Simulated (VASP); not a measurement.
Write the native input for VASP 6.6.1 that does the following.

```
Task                   : single point
Functional             : optB86b-vdW
Potentials or basis    : VASP PAW PBE potentials, release 64 (W_sv, O)
Cutoff                 : 400 eV
k mesh                 : 5 × 6 × 1
Occupations            : methfessel-paxton, width 0.1 eV
Spin                   : no spin polarisation
Further INCAR settings : LREAL = Auto; ALGO = Fast; EDIFF = 1e-06; ISYM = 0
```

The structure of W16O lies in POSCAR:

```
W16O
1.0
    6.3200000000      0.0000000000      0.0000000000
    3.1600000000      4.4689148571      0.0000000000
    0.0000000000      0.0000000000     23.2033722856
W O
16 1
Direct
    0.7500000000      0.5000000000      0.1077000000
    0.2500000000      0.5000000000      0.1077000000
    0.7500000000      0.0000000000      0.1077000000
    0.2500000000      0.0000000000      0.1077000000
    0.0000000000      0.0000000000      0.2040000000
    0.5000000000      0.0000000000      0.2040000000
    0.0000000000      0.5000000000      0.2040000000
    0.5000000000      0.5000000000      0.2040000000
    0.7550000000      0.4896000000      0.3012000000
    0.2449000000      0.5104000000      0.3012000000
    0.7489000000      0.0001000000      0.2999000000
    0.2510000000      0.9999000000      0.2999000000
    0.9999000000      0.0000000000      0.4118000000
    0.4999000000      0.0000000000      0.3906000000
    0.9999000000      0.5000000000      0.3928000000
    0.4999000000      0.5000000000      0.3931000000
    0.9998000000      0.9997000000      0.4865000000
```

The cell was built by a generator and needn't be a form met in nature.

These files were run (other wordings do the same):

INCAR

```
SYSTEM = W16O
PREC     = Accurate       ! precision mode
ENCUT    = 400            ! plane-wave cutoff, eV
EDIFF    = 1E-6           ! SCF threshold, eV
ISMEAR   = 1              ! smearing method
SIGMA    = 0.1            ! smearing width, eV
LREAL    = Auto         
LASPH    = .TRUE.         ! aspherical terms in the spheres
NELM     = 100            ! most SCF steps
ALGO     = Fast           ! electronic algorithm
ISIF     = 2              ! what is computed and relaxed
LWAVE    = .FALSE.        ! write WAVECAR
LCHARG   = .FALSE.        ! write CHGCAR
GGA      = MK             ! functional
LUSE_VDW = .TRUE.       
AGGAC    = 0.0          
PARAM1   = 0.1234       
PARAM2   = 1.0          
ISYM     = 0
```

KPOINTS

```
Automatic mesh
0
G
  5 6 1
  0 0 0
```

Potentials or basis: VASP PAW PBE potentials, release 64 (W_sv, O).

Launch:

```bash
$ cat potpaw_PBE.64/W_sv/POTCAR potpaw_PBE.64/O/POTCAR > POTCAR
$ mpirun -np 4 vasp_std > vasp.out
```

Results of the run:

```
Largest force          : 0.697 eV/Å
Band gap on the k mesh : none (metal or under the smearing width)
```

Caveat: the PAW data sets were made with another functional, which shifts forces and pressure a little.

It took 11 min on 4 MPI ranks on AMD EPYC 9R45 96-Core Processor (Zen 5), on a shared host, peak memory 0.65 GiB a rank.
